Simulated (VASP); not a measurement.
Runs of VASP 6.6.1 on ZnB. Symmetry: Pm-3m, No. 221, cubic system. Conventional cell: a = 2.807 Å, b = 2.807 Å, c = 2.807 Å, α = 90.00°, β = 90.00°, γ = 90.00°. Zn (site symmetry m-3m) is surrounded by 8 B at 2.43 Å. B (site symmetry m-3m) has 8 Zn at 2.43 Å as nearest neighbours. The cell was built by a generator and needn't be a form met in nature.

```csv
level,potentials or basis,other keys,pressure (GPa)
SCAN,"VASP PAW PBE potentials, release 64 (Zn, B)",-,-4.0
PW91,"VASP PAW PBE potentials, release 64 (Zn, B)",-,(b)
AM05,"VASP PAW PBE potentials, release 64 (Zn, B)",-,-5.2
LDA,"VASP PAW LDA potentials, release 64 (Zn, B)",PREC = High; NBANDS = 12,-7.9
BLYP,"VASP PAW PBE potentials, release 64 (Zn, B)",-,8.5
PBE,"VASP PAW PBE potentials, release 64 (Zn, B)",-,0.6
revPBE,"VASP PAW PBE potentials, release 64 (Zn, B)",-,3.0
PBEsol,"VASP PAW PBE potentials, release 64 (Zn, B)",-,-4.3
RPBE,"VASP PAW PBE potentials, release 64 (Zn, B)",-,(c)
TPSS,"VASP PAW PBE potentials, release 64 (Zn, B)",-,(a)
r2SCAN,"VASP PAW PBE potentials, release 64 (Zn, B)",-,-1.9
```

Alike in all rows: task band structure; no spin polarisation; cell as given; k mesh 9 × 9 × 9; cutoff (eV) 520; smearing fermi-dirac 0.05 eV.

Task: Fill in the values left out.

Result: (a) -2.2; (b) 1.3; (c) 3.9.

Caveats: the PAW data sets were made with another functional, which shifts forces and pressure a little (some runs).
